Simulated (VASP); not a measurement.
A run of VASP 6.6.1:

INCAR

```
SYSTEM = Mo
  ALGO = Normal
  EDIFF = 1E-7
  EDIFFG = -0.002
  ENCUT = 520
  GGA = PE
  IBRION = 2
  ISIF = 3
  ISMEAR = 0
  LASPH = .TRUE.
  LCHARG = .FALSE.
  LREAL = .FALSE.
  LWAVE = .FALSE.
  NELM = 100
  NSW = 80
  PREC = Accurate
  SIGMA = 0.1
```

File KPOINTS:

```
k-points
0
G
  26 26 26
  0 0 0
```

Contents of POSCAR:

```
Mo
1.0
   -1.5734150000      1.5734150000      1.5734150000
    1.5734150000     -1.5734150000      1.5734150000
    1.5734150000      1.5734150000     -1.5734150000
Mo
1
Direct
    0.0000000000      0.0000000000      0.0000000000
```

Potentials or basis: VASP PAW PBE potentials, release 64 (Mo_sv).

Command:

```sh
$ cat potpaw_PBE.64/Mo_sv/POTCAR > POTCAR
$ mpirun -np 1 vasp_std > vasp.out
```

Hardware: 1 thread of Intel(R) Xeon(R) 6975P-C (Granite Rapids), on a shared host.

Problem. Estimate the wall time of this run.

Solution. It took 86 s on 1 thread of Intel(R) Xeon(R) 6975P-C (Granite Rapids), on a shared host, peak memory 0.2 GiB. Counts: scf iterations 42, k points 511, ion steps 8.
